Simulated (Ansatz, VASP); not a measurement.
Two plane-wave programs on LiP2

```
Li P
1.0
     6.38301    0.00000    0.00000
     0.00000    6.38301    0.00000
     0.00000    0.00000    2.57060
Li P
2 4
Direct
  0.50000 0.50000 0.00000
  0.00000 0.00000 0.00000
  0.88276 0.61724 0.00000
  0.11724 0.38276 0.00000
  0.61724 0.11724 0.00000
  0.38276 0.88276 0.00000
```

Alike in both runs: functional PBE; k mesh 4 × 4 × 8; occupations gaussian, width 0.1 eV; no spin polarisation.

Ansatz relaxed the structure, and its values are those at the end. VASP's run is a single point on that final structure, the one shown.

```csv
,VASP,Ansatz
version,VASP 6.6.1,Ansatz 0.2.0
potentials or method,"VASP PAW PBE potentials, release 64 (Li_sv, P)","scalar-relativistic, plane waves, PAW"
plane-wave cutoff (eV),520,420
valence electrons in the cell,26,26
```

Ansatz gave:

```
gap on the k mesh at the Fermi level (eV) : none
rms of the force components (eV/Å)        : 0.000
```

Task: What did VASP give for the same quantities?

Result: gap on the k mesh at the Fermi level (eV): none; rms of the force components (eV/Å): 0.027.

A gap of «none» marks a metal or a gap that the smearing closes.
